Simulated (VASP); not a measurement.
Data:

```
MoSe2
1.0
    1.67522    -2.90158     0.00000
    1.67522     2.90158     0.00000
    0.00000     0.00000    16.90546
Mo Se
2 4
Direct
  0.33333   0.66667   0.25000
  0.66667   0.33333   0.75000
  0.33333   0.66667   0.84893
  0.66667   0.33333   0.34893
  0.66667   0.33333   0.15107
  0.33333   0.66667   0.65107
```

The numbers are results of RPBE GGA, VASP's PBE PAW potentials (set 64) (plane waves; VASP), not measurements. Settings: 520 eV cut-off, 9×9×2 Γ-centred mesh, tetrahedra with Blöchl corrections, potentials Mo_sv Se.

The cores are frozen, which limits the accuracy of field gradients. Without a dispersion term in the relaxation, distances and binding between the weakly bound layers, chains or molecules are unreliable, and so is what depends on them.

Problem. Give the principal components of the electric field gradient (V/Å²) and the asymmetry η at each nucleus.

Solution. 
```json
[
 {"atom": "Mo1", "Vxx": "36.8", "Vyy": "36.8", "Vzz": "-73.6", "η": "0.00"},
 {"atom": "Mo2", "Vxx": "36.8", "Vyy": "36.8", "Vzz": "-73.6", "η": "0.00"},
 {"atom": "Se3", "Vxx": "51.5", "Vyy": "51.5", "Vzz": "-103.0", "η": "0.00"},
 {"atom": "Se4", "Vxx": "51.5", "Vyy": "51.5", "Vzz": "-103.0", "η": "0.00"},
 {"atom": "Se5", "Vxx": "51.5", "Vyy": "51.5", "Vzz": "-103.0", "η": "0.00"},
 {"atom": "Se6", "Vxx": "51.5", "Vyy": "51.5", "Vzz": "-103.0", "η": "0.00"}
]
```

The compound is MoSe2 in the 2H layered structure. It was relaxed first, which changed the volume by +36 %.
